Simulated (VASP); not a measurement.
# OMgFH in VASP: notebook

One molecule, OMgFH, is run at these levels: PBE, PBE+TS; tasks: single point, atomic charges, electron localisation function.

Program: VASP 6.6.1. These are calculated values, not measurements. Logs are shortened: lines on timing, memory, paths and dates and some standing lists are left out, and cuts for length are marked.

**1. The structure**

The cell holds a molecule in a box, 4 atoms: a = 10.000 Å, b = 14.000 Å, c = 10.000 Å, α = 90.00°, β = 90.00°, γ = 90.00°.

**2. Single point, PBE (atoms moved at random, drawn with an rms of 0.05 Å)**

Contents of INCAR:

```
SYSTEM = MgHOF
ALGO = Normal ; EDIFF = 1E-6
ENCUT = 520 ; GGA = PE
ISIF = 2 ; ISMEAR = 0
LASPH = .True. ; LCHARG = .False.
LREAL = .False. ; LWAVE = .False.
NBANDS = 16 ; NELM = 100
PREC = Accurate ; SIGMA = 0.01
```

Contents of KPOINTS:

```
k-points
0
Gamma
  1 1 1
  0 0 0
```

Contents of POSCAR:

```
MgHOF
1.0
   10.0000000000      0.0000000000      0.0000000000
    0.0000000000     14.0000000000      0.0000000000
    0.0000000000      0.0000000000     10.0000000000
O Mg F H
1 1 1 1
Direct
    0.4949210000      0.5898030000      0.4756660000
    0.4968670000      0.4667010000      0.5049400000
    0.4901560000      0.3427780000      0.5375320000
    0.5166370000      0.6599220000      0.4735000000
```

Potentials or basis: VASP PAW PBE potentials, release 64 (O, Mg, F, H).

Started as:

```console
> cat potpaw_PBE.64/O/POTCAR potpaw_PBE.64/Mg/POTCAR potpaw_PBE.64/F/POTCAR potpaw_PBE.64/H/POTCAR > POTCAR
> mpirun -np 1 vasp_gam > vasp.out
```

OUTCAR:

```text
SYSTEM = MgHOF
   EDIFF = 1E-6
   ENCUT = 520
   GGA = PE
   ISIF = 2
   ISMEAR = 0
   LASPH = .True.
   LREAL = .False.
   NELM = 100
   PREC = Accurate

 ion  position               nearest neighbor table
   1  0.495  0.590  0.476-   4 1.01   2 1.75
   2  0.497  0.467  0.505-   1 1.75   3 1.77
   3  0.490  0.343  0.538-   2 1.77
   4  0.517  0.660  0.474-   1 1.01

  LATTYP: Found a simple tetragonal cell.
 ALAT       =    10.0000000000
 C/A-ratio  =     1.4000000000

  Lattice vectors:

 A1 = ( -10.0000000000,   0.0000000000,   0.0000000000)
 A2 = (   0.0000000000,   0.0000000000,  10.0000000000)
 A3 = (   0.0000000000,  14.0000000000,   0.0000000000)

Analysis of symmetry for initial positions (statically):
=====================================================================
 Subroutine PRICEL returns:
 Original cell was already a primitive cell.

 Routine SETGRP: Setting up the symmetry group for a
 simple tetragonal supercell.

 Subroutine GETGRP returns: Found  1 space group operations
 (whereof  1 operations were pure point group operations)
 out of a pool of 16 trial point group operations.

The static configuration has the point symmetry C_1 .

Analysis of symmetry for dynamics (positions and initial velocities):
=====================================================================
 Subroutine PRICEL returns:
 Original cell was already a primitive cell.

 Routine SETGRP: Setting up the symmetry group for a
 simple tetragonal supercell.

 Subroutine GETGRP returns: Found  1 space group operations
 (whereof  1 operations were pure point group operations)
 out of a pool of 16 trial point group operations.

The dynamic configuration has the point symmetry C_1 .

 Subroutine INISYM returns: Found  1 space group operations
 (whereof  1 operations are pure point group operations),
 and found     1 'primitive' translations

----------------------------------------------------------------------------------------

                                     Primitive cell

  volume of cell :    1400.0000

  direct lattice vectors                    reciprocal lattice vectors
    10.000000000  0.000000000  0.000000000     0.100000000  0.000000000  0.000000000
     0.000000000 14.000000000  0.000000000     0.000000000  0.071428571  0.000000000
     0.000000000  0.000000000 10.000000000     0.000000000  0.000000000  0.100000000

  length of vectors
    10.000000000 14.000000000 10.000000000     0.100000000  0.071428571  0.100000000

  position of ions in fractional coordinates (direct lattice)
     0.494921000  0.589803000  0.475666000
     0.496867000  0.466701000  0.504940000
     0.490156000  0.342778000  0.537532000
     0.516637000  0.659922000  0.473500000

  ion indices of the primitive-cell ions
   primitive index   ion index
                 1           1
                 2           2
                 3           3
                 4           4

----------------------------------------------------------------------------------------

 KPOINTS: k-points

Automatic generation of k-mesh.
 Grid dimensions read from file:
 generate k-points for:    1    1    1

 Generating k-lattice:

  Cartesian coordinates                     Fractional coordinates (reciprocal lattice)
     0.100000000  0.000000000  0.000000000     1.000000000  0.000000000  0.000000000
     0.000000000  0.071428571  0.000000000     0.000000000  1.000000000  0.000000000
     0.000000000  0.000000000  0.100000000     0.000000000  0.000000000  1.000000000

  Length of vectors
     0.100000000  0.071428571  0.100000000

  Shift w.r.t. Gamma in fractional coordinates (k-lattice)
     0.000000000  0.000000000  0.000000000

 Subroutine IBZKPT returns following result:
 ===========================================

 Found      1 irreducible k-points:

 Following reciprocal coordinates:
            Coordinates               Weight
  0.000000  0.000000  0.000000      1.000000
   k-points           NKPTS =      1   k-points in BZ     NKDIM =      1   number of bands    NBANDS=     16
   number of dos      NEDOS =    301   number of ions     NIONS =      4
   total plane-waves  NPLWV = 691200
   dimension x,y,z NGX =    80 NGY =  108 NGZ =   80
   dimension x,y,z NGXF=   160 NGYF=  216 NGZF=  160
   ions per type =               1   1   1   1
   NGX,Y,Z   is equivalent  to a cutoff of  13.30, 12.82, 13.30 a.u.
   NGXF,Y,Z  is equivalent  to a cutoff of  26.60, 25.65, 26.60 a.u.
 SYSTEM =  MgHOF
   PREC   = accura    normal or accurate (medium, high low for compatibility)
   ISTART =      0    job   : 0-new  1-cont  2-samecut
   ICHARG =      2    charge: 1-file 2-atom 10-const
   ISPIN  =      1    spin polarized calculation?
   LNONCOLLINEAR =      F non collinear calculations
   LSORBIT =      F    spin-orbit coupling
   LASPH  =      T    aspherical Exc in radial PAW
   ENCUT  =  520.0 eV  38.22 Ry    6.18 a.u.  18.59 26.03 18.59*2*pi/ulx,y,z
   NELM   =    100;   NELMIN=  2; NELMDL= -5     # of ELM steps
   EDIFF  = 0.1E-05   stopping-criterion for ELM
   LREAL  =      F    real-space projection
   EDIFFG = 0.1E-04   stopping-criterion for IOM
   NSW    =      0    number of steps for IOM
   IBRION =     -1    ionic relax: 0-MD 1-quasi-New 2-CG
   NFREE  =      0    steps in history (QN), initial steepest desc. (CG)
   ISIF   =      2    stress and relaxation
   ISYM   =      2    0-nonsym 1-usesym 2-fastsym
   POTIM  = 0.5000    time-step for ionic-motion
   TEBEG  =    0.0;   TEEND  =   0.0 temperature during run
   PSTRESS=    0.0 pullay stress
   NELECT =      16.0000    total number of electrons
   NUPDOWN=      -1.0000    fix difference up-down
   EMIN   =  10.00;   EMAX   =-10.00  energy-range for DOS
   EFERMI =   0.00;   METHOD = LEGACY
   ISMEAR =     0;   SIGMA  =   0.01  broadening in eV -4-tet -1-fermi 0-gaus
   EFERMI_NEDOS =   21; number of points for ismear=-14 and -15
   IALGO  =     38    algorithm
   IMIX   =      4    mixing-type and parameters
     AMIX     =   0.40;   BMIX     =  1.00
     AMIX_MAG =   1.60;   BMIX_MAG =  1.00
  volume/ion in A,a.u.               =     350.00      2361.92
  Fermi-wavevector in a.u.,A,eV,Ry     =   0.368756  0.696847  1.850131  0.135981
  Thomas-Fermi vector in A             =   1.294861
   LORBIT       =      0    0 simple, 1 ext, 2 COOP (PROOUT), +10 PAW based schemes
   GGA     = PE    functional components
   LHFCALC =     F    Hartree Fock is set to
   AEXX    =    0.0000 exact exchange contribution
   IVDW    =     0    specifies the selected vdW correction
   LEPSILON=     F    determine dielectric tensor
   LRPA    =     F    only Hartree local field effects (RPA)
 non-spin polarized calculation
 Gauss-broadening in eV      SIGMA  =   0.01
  energy-cutoff  :      520.00
  volume of cell :     1400.00
 maximum number of plane-waves:     18825
 NGX is ok and might be reduce to    80
   NGX = 37   NGY = 53   NGZ = 37

 number of electron      15.9999999 magnetization

 Free energy of the ion-electron system (eV)
  ---------------------------------------------------
  ext. energy  EPLUGINS =         0.00000000
  ---------------------------------------------------
  free energy    TOTEN  =       -17.75091391 eV

  energy without entropy =      -17.75091391  energy(sigma->0) =      -17.75091391

 E-fermi :  -6.4025     XC(G=0):  -0.7405

 val. band max:       -6.4776887187   @ k =   0.0000   0.0000   0.0000
 cond. band min:      -2.0653282385   @ k =   0.0000   0.0000   0.0000
 fundamental gap:      4.4123604802
 Fermi energy:        -6.4025476214

 k-point     1 :       0.0000    0.0000    0.0000
  band No.  band energies     occupation
      1     -26.5203      2.00000
      2     -22.6031      2.00000
      3     -10.9953      2.00000
      4      -8.4736      2.00000
      5      -7.8419      2.00000
      6      -7.8414      2.00000
      7      -6.5079      2.00000
      8      -6.4777      2.00000
      9      -2.0653      0.00000
     10      -0.0542      0.00000
     11       0.1152      0.00000
     12       0.1400      0.00000
     13       0.3532      0.00000
     14       0.7962      0.00000
     15       1.0757      0.00000
     16       1.3855      0.00000

------------------------ aborting loop because EDIFF is reached ----------------------------------------

  FORCE on cell =-STRESS in cart. coord.  units (eV):
  Direction    XX          YY          ZZ          XY          YZ          ZX
  --------------------------------------------------------------------------------------
  -------------------------------------------------------------------------------------
  Total       -0.1676510     -1.5017824     -0.0488960     -0.4759585     -0.0814301      0.0151121
  in kB       -0.1918619     -1.7186584     -0.0559572     -0.5446928     -0.0931897      0.0172945
  external PRESSURE =      -0.6554925 kB  Pullay stress =       0.0000000 kB

 VOLUME and BASIS-vectors are now :
 -----------------------------------------------------------------------------
  energy-cutoff  :      520.00
  volume of cell :     1400.00
      direct lattice vectors                 reciprocal lattice vectors
    10.000000000  0.000000000  0.000000000     0.100000000  0.000000000  0.000000000
     0.000000000 14.000000000  0.000000000     0.000000000  0.071428571  0.000000000
     0.000000000  0.000000000 10.000000000     0.000000000  0.000000000  0.100000000

 POSITION                                       TOTAL-FORCE (eV/Angst)
 -----------------------------------------------------------------------------------
      4.94921      8.25724      4.75666         0.443054      2.558694     -0.152942
      4.96867      6.53381      5.04940         0.006498     -0.404982      0.116972
      4.90156      4.79889      5.37532         0.005483     -0.002026     -0.019305
      5.16637      9.23891      4.73500        -0.455036     -2.151686      0.055276
 -----------------------------------------------------------------------------------
    total drift:                                0.000024      0.000325      0.000127

  FREE ENERGIE OF THE ION-ELECTRON SYSTEM (eV)
  ---------------------------------------------------
  free  energy   TOTEN  =       -17.7509139097 eV

  energy  without entropy=      -17.7509139097  energy(sigma->0) =      -17.75091391
```

Run time: 1.9 min. Hardware: 1 thread of AMD EPYC 7R43 (Zen 3), shared host; peak memory 1.1 GiB.

What came out:

| Property | Result |
| --- | --- |
| Free energy | -17.7509 eV |
| Largest force | 2.601 eV/Å |
| Gap between the frontier levels | 4.41 eV |

Forces in eV/Å, atoms in the order of the input:
```
O    0.443  2.559 -0.153
Mg   0.006 -0.405  0.117
F    0.005 -0.002 -0.019
H   -0.455 -2.152  0.055
```

Levels at points of the mesh, in eV from the valence-band top:
| k point | band 5 | band 6 | band 7 | band 8 | band 9 | band 10 | band 11 | band 12 |
| --- | --- | --- | --- | --- | --- | --- | --- | --- |
| (0.00, 0.00, 0.00) | -1.36 | -1.36 | -0.03 | 0.00 | 4.41 | 6.42 | 6.59 | 6.62 |

**3. Atomic charges, PBE+TS**

Contents of INCAR:

```
PREC     = Accurate       # precision mode
ENCUT    = 520            # plane-wave cutoff, eV
EDIFF    = 1E-6           # SCF threshold, eV
ISMEAR   = 0              # smearing method
SIGMA    = 0.01           # smearing width, eV
LREAL    = F              # projectors in reciprocal space
LASPH    = T              # aspherical terms in the spheres
NELM     = 100            # most SCF steps
ALGO     = Normal         # electronic algorithm
ISIF     = 2              # what is computed and relaxed
LWAVE    = F              # write WAVECAR
LCHARG   = T              # write CHGCAR
GGA      = PE             # functional
IVDW     = 2              # dispersion correction
LORBIT   = 11             # projections on sites
LELF     = T              # ELF
LVHAR    = T            
LVACPOTAV= T
```

Contents of KPOINTS:

```
regular mesh
0
Gamma
  1 1 1
```

Contents of POSCAR:

```
MgHOF
1.0
   10.0000000000      0.0000000000      0.0000000000
    0.0000000000     14.0000000000      0.0000000000
    0.0000000000      0.0000000000     10.0000000000
O Mg F H
1 1 1 1
Direct
    0.4938100000      0.5919250000      0.4760900000
    0.4931000000      0.4685821400      0.5066000000
    0.4879200000      0.3451607100      0.5343700000
    0.5146800000      0.6578392900      0.4724300000
```

Potentials or basis: VASP PAW PBE potentials, release 64 (O, Mg, F, H).

Started as:

```console
> cat potpaw_PBE.64/O/POTCAR potpaw_PBE.64/Mg/POTCAR potpaw_PBE.64/F/POTCAR potpaw_PBE.64/H/POTCAR > POTCAR
> mpirun -np 1 vasp_gam > vasp.out
```

It took 2.9 min on 1 thread of AMD EPYC 7R43 (Zen 3), shared host; peak memory 1.2 GiB.

The run converged. Its results:

```yaml
Free_energy: -17.8099 eV
Largest_force: 0.639 eV/Å
Gap_between_the_frontier_levels: 4.47 eV
Valence_electrons_inside_the_program's_atomic_spheres: O 5.16; Mg 0.42; F 6.09; H 0.78
Hirshfeld_charges: O -0.47; Mg +0.76; F -0.41; H +0.12 e
Dispersion_energy_per_atom: -0.002 eV
```

Forces in eV/Å, atoms in the order of the input:
```
O   -0.155 -0.354 -0.036
Mg   0.024  0.042  0.005
F   -0.015 -0.310  0.050
H    0.146  0.622 -0.018
```

Levels at points of the mesh, in eV from the valence-band top:
| k point | band 4 | band 5 | band 6 | band 7 | band 8 | band 9 | band 10 | band 11 | band 12 |
| --- | --- | --- | --- | --- | --- | --- | --- | --- | --- |
| (0.00, 0.00, 0.00) | -2.02 | -1.40 | -1.40 | -0.03 | 0.00 | 4.47 | 6.51 | 6.62 | 6.63 |

**4. Electron localisation function, PBE**

Contents of INCAR:

```
SYSTEM = MgHOF
ALGO     = Normal         ! electronic algorithm
EDIFF    = 1E-6           ! SCF threshold, eV
ENCUT    = 520            ! plane-wave cutoff, eV
GGA      = PE             ! functional
ISIF     = 2              ! what is computed and relaxed
ISMEAR   = 0              ! smearing method
LASPH    = .TRUE.         ! aspherical terms in the spheres
LCHARG   = .TRUE.         ! write CHGCAR
LELF     = .TRUE.         ! ELF
LREAL    = .FALSE.        ! projectors in reciprocal space
LWAVE    = .FALSE.        ! write WAVECAR
NELM     = 80             ! most SCF steps
PREC     = Accurate       ! precision mode
SIGMA    = 0.01           ! smearing width, eV
```

Contents of KPOINTS:

```
k-points
0
G
  1 1 1
  0 0 0
```

POSCAR is that of step 3.

Potentials or basis: VASP PAW PBE potentials, release 64 (O, Mg, F, H).

Started as:

```console
> cat potpaw_PBE.64/O/POTCAR potpaw_PBE.64/Mg/POTCAR potpaw_PBE.64/F/POTCAR potpaw_PBE.64/H/POTCAR > POTCAR
> mpirun -np 1 vasp_gam > vasp.out
```

OUTCAR:

```text
SYSTEM = MgHOF
   EDIFF = 1E-6
   ENCUT = 520
   GGA = PE
   ISIF = 2
   ISMEAR = 0
   LASPH = .TRUE.
   LREAL = .FALSE.
   NELM = 80
   PREC = Accurate

 ion  position               nearest neighbor table
   1  0.494  0.592  0.476-   4 0.95   2 1.75
   2  0.493  0.469  0.507-   3 1.75   1 1.75
   3  0.488  0.345  0.534-   2 1.75
   4  0.515  0.658  0.472-   1 0.95

  LATTYP: Found a simple tetragonal cell.
 ALAT       =    10.0000000000
 C/A-ratio  =     1.4000000000

  Lattice vectors:

 A1 = ( -10.0000000000,   0.0000000000,   0.0000000000)
 A2 = (   0.0000000000,   0.0000000000,  10.0000000000)
 A3 = (   0.0000000000,  14.0000000000,   0.0000000000)

Analysis of symmetry for initial positions (statically):
=====================================================================
 Subroutine PRICEL returns:
 Original cell was already a primitive cell.

 Routine SETGRP: Setting up the symmetry group for a
 simple tetragonal supercell.

[... 146 lines left out ...]
  energy without entropy =      -17.80273329  energy(sigma->0) =      -17.80273329

 E-fermi :  -6.4446     XC(G=0):  -0.7362

 val. band max:       -6.4995697107   @ k =   0.0000   0.0000   0.0000
 cond. band min:      -2.0287994472   @ k =   0.0000   0.0000   0.0000
 fundamental gap:      4.4707702636
 Fermi energy:        -6.4445969569

 k-point     1 :       0.0000    0.0000    0.0000
  band No.  band energies     occupation
      1     -26.5853      2.00000
      2     -22.9274      2.00000
      3     -11.1855      2.00000
      4      -8.5179      2.00000
      5      -7.9041      2.00000
      6      -7.9037      2.00000
      7      -6.5265      2.00000
      8      -6.4996      2.00000
      9      -2.0288      0.00000
     10       0.0064      0.00000
     11       0.1219      0.00000
     12       0.1294      0.00000

------------------------ aborting loop because EDIFF is reached ----------------------------------------

  FORCE on cell =-STRESS in cart. coord.  units (eV):
  Direction    XX          YY          ZZ          XY          YZ          ZX
  --------------------------------------------------------------------------------------
  -------------------------------------------------------------------------------------
  Total       -0.0386403      1.4740315     -0.0422465      0.1460582     -0.1977196     -0.0066363
  in kB       -0.0442204      1.6868999     -0.0483475      0.1671508     -0.2262728     -0.0075946
  external PRESSURE =       0.5314440 kB  Pullay stress =       0.0000000 kB

 VOLUME and BASIS-vectors are now :
 -----------------------------------------------------------------------------
  energy-cutoff  :      520.00
  volume of cell :     1400.00
      direct lattice vectors                 reciprocal lattice vectors
    10.000000000  0.000000000  0.000000000     0.100000000  0.000000000  0.000000000
     0.000000000 14.000000000  0.000000000     0.000000000  0.071428571  0.000000000
     0.000000000  0.000000000 10.000000000     0.000000000  0.000000000  0.100000000

 POSITION                                       TOTAL-FORCE (eV/Angst)
 -----------------------------------------------------------------------------------
      4.93810      8.28695      4.76090        -0.155366     -0.349836     -0.036739
      4.93100      6.56015      5.06600         0.025088      0.050770      0.003532
      4.87920      4.83225      5.34370        -0.015200     -0.314791      0.050559
      5.14680      9.20975      4.72430         0.145478      0.613857     -0.017353
 -----------------------------------------------------------------------------------
    total drift:                                0.000201      0.000025      0.000136

  FREE ENERGIE OF THE ION-ELECTRON SYSTEM (eV)
  ---------------------------------------------------
  free  energy   TOTEN  =       -17.8027332931 eV

  energy  without entropy=      -17.8027332931  energy(sigma->0) =      -17.80273329
```

OSZICAR:

```text
N       E                     dE             d eps       ncg     rms          rms(c)
DAV:   1     0.122166822873E+03    0.12217E+03   -0.45768E+03    40   0.751E+02
DAV:   2     0.132352713111E+02   -0.10893E+03   -0.10665E+03    48   0.154E+02
DAV:   3    -0.210107907886E+02   -0.34246E+02   -0.34046E+02    28   0.110E+02
[... 15 lines left out ...]
DAV:  19    -0.178027251789E+02   -0.46064E-05   -0.11605E-06    20   0.781E-03    0.793E-04
DAV:  20    -0.178027289956E+02   -0.38167E-05   -0.65716E-07    16   0.460E-03    0.450E-04
DAV:  21    -0.178027307788E+02   -0.17832E-05   -0.40459E-07    16   0.334E-03    0.424E-04
DAV:  22    -0.178027326902E+02   -0.19114E-05   -0.17064E-07    16   0.244E-03    0.185E-04
DAV:  23    -0.178027332931E+02   -0.60294E-06   -0.79717E-08    16   0.156E-03
   1 F= -.17802733E+02 E0= -.17802733E+02  d E =-.423672E-15
```

It took 2.2 min on 1 thread of AMD EPYC 7R43 (Zen 3), shared host; peak memory 1.1 GiB.

Results:

```yaml
Free_energy: -17.8027 eV
Largest_force: 0.631 eV/Å
Gap_between_the_frontier_levels: 4.47 eV
```

Forces in eV/Å, atoms in the order of the input:
```
O   -0.155 -0.350 -0.037
Mg   0.025  0.051  0.004
F   -0.015 -0.315  0.051
H    0.145  0.614 -0.017
```

Levels at points of the mesh, in eV from the valence-band top:
```
           k point  band 5  band 6  band 7  band 8  band 9  band 10  band 11  band 12
(0.00, 0.00, 0.00)   -1.40   -1.40   -0.03    0.00    4.47     6.51     6.62     6.63
```

**5. The runs side by side**

```tsv
task	level	cell	gap on the mesh (eV)	largest force (eV/Å)
single point	PBE	atoms moved at random, drawn with an rms of 0.05 Å	4.41	2.60
atomic charges	PBE+TS	as given	4.47	0.64
electron localisation function	PBE	as given	4.47	0.63
```

Alike in all rows: potentials or basis VASP PAW PBE potentials, release 64 (O, Mg, F, H); no spin polarisation; k mesh 1 × 1 × 1; cutoff (eV) 520; smearing gaussian 0.01 eV.

Absolute energies hang on the potentials; compare differences alone.
